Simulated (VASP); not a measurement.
Runs of VASP 6.6.1 on Cl3Ga. The cell holds a molecule in a box, 4 atoms: a = 11.000 Å, b = 13.000 Å, c = 13.000 Å, α = 90.00°, β = 90.00°, γ = 90.00°. 

```tsv
task	level	cell	gap on the mesh (eV)	largest force (eV/Å)
atomic charges	PBE+TS	as given	4.92	0.16
relaxation of the atoms	PBE	atoms relaxed from: atoms moved at random, drawn with an rms of 0.02 Å	4.84	0.01
electron localisation function	PBE	as given	4.92	0.14
relaxation of the atoms	revPBE+D3(BJ)	atoms relaxed	(a)	-
single point	PBE	as given	4.92	0.14
```

Alike in all rows: potentials or basis VASP PAW PBE potentials, release 64 (Cl, Ga_d); no spin polarisation; k mesh 1 × 1 × 1; cutoff (eV) 520; smearing gaussian 0.01 eV.

Problem. Fill in the values left out.

Solution. (a) 4.85.

Caveats: the PAW data sets were made with another functional, which shifts forces and pressure a little (some runs).

A k mesh can miss the band edges, and the runs leave out spin-orbit coupling on Ga.
